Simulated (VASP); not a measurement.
Level of theory: PBEsol GGA, VASP's PBE PAW potentials (set 64) (plane waves; VASP 6.6.1).

Input for VASP

**INCAR**
```
ALGO = Normal
EDIFF = 1E-7
ENCUT = 400
GGA = PS
ISIF = 2
ISMEAR = -5
LASPH = .True.
LCHARG = .True.
LMAXMIX = 6
LORBIT = 11
LREAL = .False.
LWAVE = .False.
NEDOS = 601
NELM = 100
PREC = Accurate
SYSTEM = Ta
```

**POSCAR**
```
Ta
1.0
 -1.6419152816   1.6419152816   1.6419152816
  1.6419152816  -1.6419152816   1.6419152816
  1.6419152816   1.6419152816  -1.6419152816
Ta
1
Cart
  0.0000000000   0.0000000000   0.0000000000
```

### KPOINTS
```
Automatic mesh
0
Gamma
17 17 17
0 0 0
```

POTCAR, in this order: Ta_pv (PBE.64 set). Program: vasp_std.

The resulting files:

**OSZICAR**
```
       N       E                     dE             d eps       ncg     rms          rms(c)
DAV:   1     0.369212752593E+02    0.36921E+02   -0.57914E+03  2986   0.958E+02
DAV:   2    -0.124093632621E+02   -0.49331E+02   -0.48484E+02  3631   0.221E+02
DAV:   3    -0.130474103886E+02   -0.63805E+00   -0.63191E+00  3443   0.253E+01
DAV:   4    -0.130509485636E+02   -0.35382E-02   -0.35329E-02  3396   0.164E+00
DAV:   5    -0.130509699140E+02   -0.21350E-04   -0.21291E-04  3322   0.108E-01    0.143E+01
DAV:   6    -0.126691377441E+02    0.38183E+00   -0.41685E-01  3076   0.774E+00    0.695E+00
DAV:   7    -0.125531553237E+02    0.11598E+00   -0.33338E-01  3107   0.656E+00    0.384E-01
DAV:   8    -0.125512554586E+02    0.18999E-02   -0.37871E-03  3197   0.837E-01    0.915E-02
DAV:   9    -0.125512460399E+02    0.94188E-05   -0.10091E-04  3144   0.124E-01    0.273E-02
DAV:  10    -0.125512443036E+02    0.17362E-05   -0.38014E-06  3477   0.264E-02    0.410E-03
DAV:  11    -0.125512438833E+02    0.42035E-06   -0.18465E-07  3024   0.565E-03    0.231E-04
DAV:  12    -0.125512439068E+02   -0.23517E-07   -0.24054E-09  1544   0.615E-04
   1 F= -.12551244E+02 E0= -.12551244E+02  d E =0.000000E+00
```

### OUTCAR
```
------------------------ aborting loop because EDIFF is reached ----------------------------------------
  FORCE on cell =-STRESS in cart. coord.  units (eV):
  Direction    XX          YY          ZZ          XY          YZ          ZX
  --------------------------------------------------------------------------------------
  Total       -0.0281137     -0.0281137     -0.0281137      0.0000000     -0.0000000      0.0000000
  in kB       -2.5439987     -2.5439987     -2.5439987      0.0000000     -0.0000000      0.0000000
  external PRESSURE =      -2.5439987 kB  Pullay stress =       0.0000000 kB
  volume of cell :       17.71
      direct lattice vectors                 reciprocal lattice vectors
    -1.641915282  1.641915282  1.641915282     0.000000000  0.304522411  0.304522411
     1.641915282 -1.641915282  1.641915282     0.304522411  0.000000000  0.304522411
     1.641915282  1.641915282 -1.641915282     0.304522411  0.304522411  0.000000000
 POSITION                                       TOTAL-FORCE (eV/Angst)
 -----------------------------------------------------------------------------------
      0.00000      0.00000      0.00000         0.000000      0.000000     -0.000000
 -----------------------------------------------------------------------------------
    total drift:                                0.000000     -0.000000      0.000000
  FREE ENERGIE OF THE ION-ELECTRON SYSTEM (eV)
  ---------------------------------------------------
  free  energy   TOTEN  =       -12.5512439068 eV

  energy  without entropy=      -12.5512439068  energy(sigma->0) =      -12.55124391

 total charge

# of ion       s       p       d       tot
------------------------------------------
    1        0.374   6.174   2.420   8.968
```
(Selected blocks of OUTCAR.)

For a metal the tetrahedron method with Blöchl corrections gives inexact stress and forces.

The compound is Ta in the bcc structure. It was relaxed first.
